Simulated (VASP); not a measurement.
These are PBEsol GGA, VASP's PBE PAW potentials (set 64) (plane waves; VASP) values and carry that method's errors.

VASP input:

**POSCAR**
```
Nb3VN4
1
    0.0000000000     2.1551769869     2.1551769869
    2.1551769869     0.0000000000     2.1551769869
    8.6145872483     8.6145872483     0.0061206992
V N Nb
1 4 3
Direct
  0.0000000000   0.0000000000   0.0000000000
  0.5173720794   0.5173720794   0.1119709404
  0.5068503597   0.5068503597   0.3698622302
  0.4931496403   0.4931496403   0.6301377698
  0.4826279206   0.4826279206   0.8880290596
  0.0118744181   0.0118744181   0.2410941864
  0.0000000000   0.0000000000   0.5000000000
  0.9881255819   0.9881255819   0.7589058136
```

File KPOINTS:
```
Regular mesh
0
G
14 14 4
```

**INCAR**
```
# general
SYSTEM =Nb3VN4
PREC   =Accurate
ENCUT  =520
LREAL  =.FALSE.
LASPH  =.TRUE.

# electronic loop
EDIFF  =1E-7
NELM   =100
ALGO   =Normal
LMAXMIX=4

# smearing
ISMEAR =-5

# functional
GGA    =PS

# ions
ISIF   =2

# output
LWAVE  =.FALSE.
LCHARG =.TRUE.
LORBIT =11
NEDOS  =601

# other
LEFG   =.TRUE.
```

POTCAR, in this order: V_sv N Nb_sv (PBE.64 set). Program: vasp_std.

What VASP printed:

OUTCAR:
```
 ion  position               nearest neighbor table
   1  0.000  0.000  0.000-   2 2.08   2 2.08   5 2.08   5 2.08   2 2.08   5 2.08   6 2.97   8 2.97
                             8 2.97   6 2.97   8 2.97   6 2.97
   2  0.517  0.517  0.112-   1 2.08   1 2.08   1 2.08   6 2.18   6 2.18   6 2.18
   3  0.507  0.507  0.370-   6 2.18   6 2.18   6 2.18   7 2.18   7 2.18   7 2.18
   4  0.493  0.493  0.630-   8 2.18   8 2.18   8 2.18   7 2.18   7 2.18   7 2.18
   5  0.483  0.483  0.888-   1 2.08   1 2.08   1 2.08   8 2.18   8 2.18   8 2.18
   6  0.012  0.012  0.241-   3 2.18   3 2.18   3 2.18   2 2.18   2 2.18   2 2.18   1 2.97   1 2.97
                             1 2.97
   7  0.000  0.000  0.500-   3 2.18   4 2.18   3 2.18   4 2.18   4 2.18   3 2.18
   8  0.988  0.988  0.759-   4 2.18   4 2.18   4 2.18   5 2.18   5 2.18   5 2.18   1 2.97   1 2.97
                             1 2.97
  LATTYP: Found a trigonal (rhomboedric) cell.
 ALAT       =    10.0982367734
 COS(alpha) =     0.9544514262
 Subroutine PRICEL returns:
 Original cell was already a primitive cell.
 Subroutine GETGRP returns: Found 12 space group operations
The static configuration has the point symmetry D_3d.
The dynamic configuration has the point symmetry D_3d.
 Subroutine INISYM returns: Found 12 space group operations
 Subroutine IBZKPT returns following result:
 Found    204 irreducible k-points:

 Following reciprocal coordinates:
            Coordinates               Weight
  0.000000  0.000000  0.000000      1.000000
  0.071429  0.000000  0.000000      4.000000
  0.142857  0.000000  0.000000      4.000000
  0.214286  0.000000 -0.000000      4.000000
  0.285714  0.000000  0.000000      4.000000
  0.357143  0.000000  0.000000      4.000000
  0.428571  0.000000 -0.000000      4.000000
  0.500000  0.000000  0.000000      3.000000
  0.071429  0.071429 -0.000000      2.000000
  0.142857  0.071429 -0.000000      4.000000
  0.214286  0.071429 -0.000000      4.000000
  0.285714  0.071429  0.000000      4.000000
  0.357143  0.071429  0.000000      4.000000
  0.428571  0.071429  0.000000      4.000000
  0.500000  0.071429 -0.000000      8.000000
 -0.428571  0.071429  0.000000      4.000000
 -0.357143  0.071429 -0.000000      4.000000
 -0.285714  0.071429 -0.000000      4.000000
 -0.214286  0.071429  0.000000      4.000000
 -0.142857  0.071429  0.000000      4.000000
 -0.071429  0.071429  0.000000      2.000000
  0.142857  0.142857 -0.000000      2.000000
  0.214286  0.142857 -0.000000      4.000000
  0.285714  0.142857 -0.000000      4.000000
  0.357143  0.142857  0.000000      4.000000
  0.428571  0.142857  0.000000      4.000000
  0.500000  0.142857  0.000000      8.000000
 -0.428571  0.142857 -0.000000      4.000000
 -0.357143  0.142857 -0.000000      4.000000
 -0.285714  0.142857  0.000000      4.000000
 -0.214286  0.142857 -0.000000      4.000000
 -0.142857  0.142857  0.000000      2.000000
  0.214286  0.214286  0.000000      2.000000
  0.285714  0.214286 -0.000000      4.000000
  0.357143  0.214286  0.000000      4.000000
  0.428571  0.214286  0.000000      4.000000
  0.500000  0.214286  0.000000      8.000000
 -0.428571  0.214286 -0.000000      4.000000
 -0.357143  0.214286 -0.000000      4.000000
 -0.285714  0.214286  0.000000      4.000000
   k-points           NKPTS =    204   k-points in BZ     NKDIM =    204   number of bands    NBANDS=     43
   number of dos      NEDOS =    601   number of ions     NIONS =      8
   total plane-waves  NPLWV =  55296
   dimension x,y,z NGX =    24 NGY =   24 NGZ =   96
   dimension x,y,z NGXF=    48 NGYF=   48 NGZF=  192
   ions per type =               1   4   3
   PREC   = accura    normal or accurate (medium, high low for compatibility)
   ISTART =      0    job   : 0-new  1-cont  2-samecut
   ICHARG =      2    charge: 1-file 2-atom 10-const
...
```

**OSZICAR**
```
       N       E                     dE             d eps       ncg     rms          rms(c)
DAV:   1     0.949779035898E+03    0.94978E+03   -0.39256E+04 17552   0.183E+03
DAV:   2     0.269648609381E+01   -0.94708E+03   -0.92259E+03 19663   0.693E+02
DAV:   3    -0.946464498051E+02   -0.97343E+02   -0.95768E+02 28410   0.178E+02
DAV:   4    -0.101154931372E+03   -0.65085E+01   -0.64329E+01 28320   0.413E+01
DAV:   5    -0.101548157526E+03   -0.39323E+00   -0.39038E+00 28917   0.931E+00    0.373E+01
DAV:   6    -0.100773189099E+03    0.77497E+00   -0.23488E+02 23135   0.658E+01    0.394E+01
DAV:   7    -0.893521020406E+02    0.11421E+02   -0.24353E+02 25233   0.875E+01    0.162E+01
DAV:   8    -0.882709178705E+02    0.10812E+01   -0.48523E+01 25093   0.272E+01    0.152E+01
DAV:   9    -0.864231492037E+02    0.18478E+01   -0.92727E+00 23301   0.157E+01    0.671E+00
DAV:  10    -0.861900672506E+02    0.23308E+00   -0.54606E+00 25840   0.107E+01    0.319E+00
DAV:  11    -0.860957067311E+02    0.94361E-01   -0.91277E-01 25355   0.455E+00    0.129E+00
DAV:  12    -0.860956291999E+02    0.77531E-04   -0.12398E-01 24576   0.213E+00    0.706E-01
DAV:  13    -0.860985324651E+02   -0.29033E-02   -0.46526E-02 25146   0.114E+00    0.578E-01
DAV:  14    -0.860955521999E+02    0.29803E-02   -0.57306E-02 26111   0.104E+00    0.429E-01
DAV:  15    -0.860947737893E+02    0.77841E-03   -0.76959E-03 23021   0.446E-01    0.721E-02
DAV:  16    -0.860948022867E+02   -0.28497E-04   -0.35717E-04 29783   0.102E-01    0.416E-02
DAV:  17    -0.860948436640E+02   -0.41377E-04   -0.69254E-05 23049   0.411E-02    0.775E-03
DAV:  18    -0.860948499199E+02   -0.62558E-05   -0.71763E-06 28988   0.172E-02    0.359E-03
DAV:  19    -0.860948621051E+02   -0.12185E-04   -0.21955E-06 22366   0.850E-03    0.833E-03
DAV:  20    -0.860948498497E+02    0.12255E-04   -0.24513E-06 21784   0.762E-03    0.102E-03
DAV:  21    -0.860948485739E+02    0.12758E-05    0.10211E-07 14895   0.220E-03    0.370E-04
DAV:  22    -0.860948485728E+02    0.10950E-08    0.10751E-07 13119   0.134E-03
   1 F= -.86094849E+02 E0= -.86094849E+02  d E =0.000000E+00
```

**OUTCAR**
```
------------------------ aborting loop because EDIFF is reached ----------------------------------------
  FORCE on cell =-STRESS in cart. coord.  units (eV):
  Direction    XX          YY          ZZ          XY          YZ          ZX
  --------------------------------------------------------------------------------------
  Total       -0.0175372     -0.0175372     -0.0175372      0.0347310     -0.0347310     -0.0347310
  in kB       -0.3512323     -0.3512323     -0.3512323      0.6955875     -0.6955875     -0.6955875
  external PRESSURE =      -0.3512323 kB  Pullay stress =       0.0000000 kB
  volume of cell :       80.00
      direct lattice vectors                 reciprocal lattice vectors
     0.000000000  2.155176987  2.155176987    -0.232081955  0.231917060  0.232081955
     2.155176987  0.000000000  2.155176987     0.231917060 -0.232081955  0.232081955
     8.614587248  8.614587248  0.006120699     0.058061713  0.058061713 -0.058061713
 POSITION                                       TOTAL-FORCE (eV/Angst)
 -----------------------------------------------------------------------------------
      0.00000      0.00000      0.00000         0.000000      0.000000      0.000000
      2.07961      2.07961      2.23074         0.007434      0.007434     -0.007434
      4.27856      4.27856      2.18697         0.000146      0.000146     -0.000146
      6.49120      6.49120      2.12951        -0.000146     -0.000146      0.000146
      8.69015      8.69015      2.08573        -0.007434     -0.007434      0.007434
      2.10252      2.10252      0.05266        -0.017335     -0.017335      0.017335
      4.30729      4.30729      0.00306         0.000000      0.000000      0.000000
      8.66725      8.66725      4.26382         0.017335      0.017335     -0.017335
 -----------------------------------------------------------------------------------
    total drift:                                0.000000      0.000000      0.000000
  FREE ENERGIE OF THE ION-ELECTRON SYSTEM (eV)
  ---------------------------------------------------
  free  energy   TOTEN  =       -86.0948485728 eV

  energy  without entropy=      -86.0948485728  energy(sigma->0) =      -86.09484857

 total charge

# of ion       s       p       d       tot
------------------------------------------
    1        2.232   6.262   3.145  11.640
    2        1.236   2.501   0.000   3.736
    3        1.235   2.518   0.000   3.753
    4        1.235   2.518   0.000   3.753
    5        1.236   2.501   0.000   3.736
    6        2.158   6.068   2.462  10.688
    7        2.155   6.062   2.473  10.690
    8        2.158   6.068   2.462  10.688
--------------------------------------------------
tot         13.645  34.498  10.543  58.686

 Electric field gradients after diagonalization (V/A^2)
 (convention: |V_zz| > |V_xx| > |V_yy|)
----------------------------------------------------------------------
 ion       V_xx      V_yy      V_zz     asymmetry (V_yy - V_xx)/ V_zz
----------------------------------------------------------------------
   1      -1.144    -1.139     2.284       0.002
   2       0.768     0.768    -1.536       0.000
   3      -0.961    -0.959     1.920       0.001
   4      -0.961    -0.959     1.920       0.001
   5       0.768     0.768    -1.536       0.000
   6       1.027     1.026    -2.053       0.001
   7       1.128     1.128    -2.256       0.000
   8       1.027     1.026    -2.053       0.001
```
(Selected blocks of OUTCAR.)

OUTCAR:
```
 val. band max:       13.7822739355   @ k =   0.3571   0.0000   0.0000

 cond. band min:      13.3021757271   @ k =   0.0000   0.0000   0.0000


 Fermi energy:        13.5904139017

 k-point     1 :       0.0000    0.0000    0.0000
  band No.  band energies     occupation
      1     -51.4969      2.00000
      2     -42.6187      2.00000
      3     -42.5657      2.00000
      4     -42.5224      2.00000
      5     -25.5155      2.00000
      6     -25.3722      2.00000
      7     -25.3722      2.00000
      8     -19.2814      2.00000
      9     -18.9046      2.00000
     10     -18.4997      2.00000
     11     -18.3332      2.00000
     12     -18.3332      2.00000
     13     -18.3007      2.00000
     14     -18.3007      2.00000
     15     -18.2748      2.00000
     16     -18.2748      2.00000
     17      -4.0948      2.00000
     18      -2.8688      2.00000
     19      -2.8460      2.00000
     20      -1.3252      2.00000
     21       4.4314      2.00000
     22       6.7026      2.00000
     23       6.7026      2.00000
     24       6.8923      2.00000
     25       6.9687      2.00000
     26       7.9244      2.00000
     27       7.9244      2.00000
     28       8.0320      2.00000
     29       8.0320      2.00000
     30      10.5564      2.00000
     31      10.5564      2.00000
     32      10.6179      2.00000
     33      11.6464      2.00000
     34      11.7166      2.00000
     35      11.7166      2.00000
     36      12.9794      2.00000
     37      12.9794      2.00000
     38      13.2032      2.00000
     39      13.2712      2.02856
     40      13.2712      2.35116
     41      13.3022      0.97632
     42      13.4784      0.16139
     43      13.4784      0.07351

 k-point     2 :       0.0714    0.0000    0.0000
  band No.  band energies     occupation
      1     -51.4954      2.00000
      2     -42.6120      2.00000
      3     -42.5600      2.00000
      4     -42.5178      2.00000
      5     -25.5128      2.00000
...
```

For a metal the tetrahedron method with Blöchl corrections gives inexact stress and forces.

The structure was generated: Nb3VN4 was put into an ordered model structure (R-3m), which need not be its known phase. It was relaxed first. The run is not spin-polarised, so no magnetic state was tried. VASP warned that the highest band is occupied, so more bands are needed.
